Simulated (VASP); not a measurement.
Given:

```xyz
7
Lattice="-1.7522 1.8483 6.3519 1.7522 -1.8483 6.3519 1.7522 1.8483 -6.3519" Properties=species:S:1:pos:R:3 pbc="T T T"
Li     0.0000     0.0000     0.0000
La     0.0000     0.0000     4.6204
La     0.0000     0.0000     8.0833
H      1.7522     0.0000     0.0000
O      0.0000     1.8483     0.0000
O      0.0000     0.0000    10.4726
O      0.0000     0.0000     2.2311
```

These are LDA (Ceperley-Alder, Perdew-Zunger), VASP's LDA PAW potentials (set 64) (plane waves; VASP) values and carry that method's errors. Numerical set-up: 520 eV cut-off, 10×10×10 Γ-centred mesh, tetrahedra with Blöchl corrections, potentials Li_sv La H O.

The cores are frozen, which limits the accuracy of field gradients.

Q: Give the principal components of the electric field gradient (V/Å²) and the asymmetry η at each nucleus.

A: 
| atom | Vxx | Vyy | Vzz | η |
|---|---|---|---|---|
| Li1 | 0.7 | 0.6 | -1.3 | 0.04 |
| La2 | -99.9 | -2.9 | 102.8 | 0.94 |
| La3 | -99.9 | -2.9 | 102.8 | 0.94 |
| H4 | -1.3 | -1.0 | 2.3 | 0.14 |
| O5 | 14.5 | 11.5 | -26.1 | 0.12 |
| O6 | 9.2 | 7.7 | -17.0 | 0.09 |
| O7 | 9.2 | 7.7 | -17.0 | 0.09 |

The structure comes from a computed database's LiLa2HO3 entry (Immm); how it stands against other phases isn't given here. It was relaxed first, which changed the volume by -6 %.
